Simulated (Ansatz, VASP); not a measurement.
# One calculation of InRh, two programs

File INCAR:

```
PREC = Accurate
ENCUT = 600
EDIFF = 1E-6
ISMEAR = 0
SIGMA = 0.1
LREAL = F
LASPH = T
NELM = 100
ALGO = Normal
ISIF = 3
LWAVE = F
LCHARG = F
GGA = CA
IBRION = 2
NSW = 70
EDIFFG = -0.005
```

File KPOINTS:

```
regular mesh
0
Gamma
  14 14 14
```

File POSCAR:

```
InRh
1.0
    3.2370333809      0.0000000000      0.0000000000
    0.0000000000      3.2370333809      0.0000000000
    0.0000000000      0.0000000000      3.2370333809
In Rh
1 1
Direct
    0.5000000000      0.5000000000      0.5000000000
    0.0000000000      0.0000000000      0.0000000000
```

Input for Ansatz:

```yaml
crystal:
  lattice:
    - [3.2370333809, 0.0, 0.0]
    - [0.0, 3.2370333809, 0.0]
    - [0.0, 0.0, 3.2370333809]
  atoms:
    - { symbol: In, position: [0.5, 0.5, 0.5] }
    - { symbol: Rh, position: [0.0, 0.0, 0.0] }
basis:
  ecutwfc: 420
kpoints:
  mp_grid: { grid: [14, 14, 14] }
hamiltonian:
  xc: lda
scf:
  occupations: { method: gaussian, width: 0.1 }
output:
  forces: true
  stress: true
  eigenvalues: true
relax:
  adjacent_minimum: "off"
  f_tol: 0.005
  max_steps: 50
  cell: { stress_tol: 0.05 }
```

Alike in both runs: task relaxation of cell and atoms; functional LDA; k mesh 14 × 14 × 14; occupations gaussian, width 0.1 eV; no spin polarisation.

|  | VASP | Ansatz |
| --- | --- | --- |
| version | VASP 6.6.1 | Ansatz 0.2.0 |
| potentials or method | VASP PAW LDA potentials, release 64 (In_d, Rh_pv) | scalar-relativistic, plane waves, PAW |
| plane-wave cutoff (eV) | 600 | 420 |
| valence electrons in the cell | 28 | 30 |

|  | VASP | Ansatz | Ansatz less VASP |
| --- | --- | --- | --- |
| gap on the k mesh at the Fermi level, each at its own relaxed structure (eV) | none | none | - |
| relaxed volume (Å³/atom) | 15.85 | 15.79 | -0.062 |
| relaxed cell length with the largest relative difference (Å) | 3.165 | 3.161 | -0.0042 |
| energy change over the relaxation (meV/atom) | -40 | -45 | -4.2 |

A gap of «none» marks a metal or a gap that the smearing closes. The two sets of potentials don't hold the same shells in valence.

LDA usually gives volumes a few per cent too small. Zero-point motion and thermal expansion aren't in these numbers.
